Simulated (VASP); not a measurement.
Here is the system:

```xyz
2
Lattice="0.0000 2.4092 2.4092 2.4092 0.0000 2.4092 2.4092 2.4092 0.0000" Properties=species:S:1:pos:R:3 pbc="T T T"
Y      0.0000     0.0000     0.0000
N      2.4092     2.4092     2.4092
```

These are PBE GGA with D3 dispersion (Becke-Johnson damping), VASP's PBE PAW potentials (set 64) (plane waves; VASP 6.6.1) values and carry that method's errors. Settings: 520 eV cut-off, 9×9×9 Γ-centred mesh, Gaussian smearing of 0.050 eV, potentials Y_sv N.

Task: Give the stress tensor in GPa (positive for a compressed cell).

Result: 
```
5.40  0.00  0.00
0.00  5.40  0.00
0.00  0.00  5.40
```
The pressure is its mean diagonal, 5.40 GPa.

The compound is YN in the rock salt structure. This cell is one point of a volume scan, at 0.97 of the reference volume.
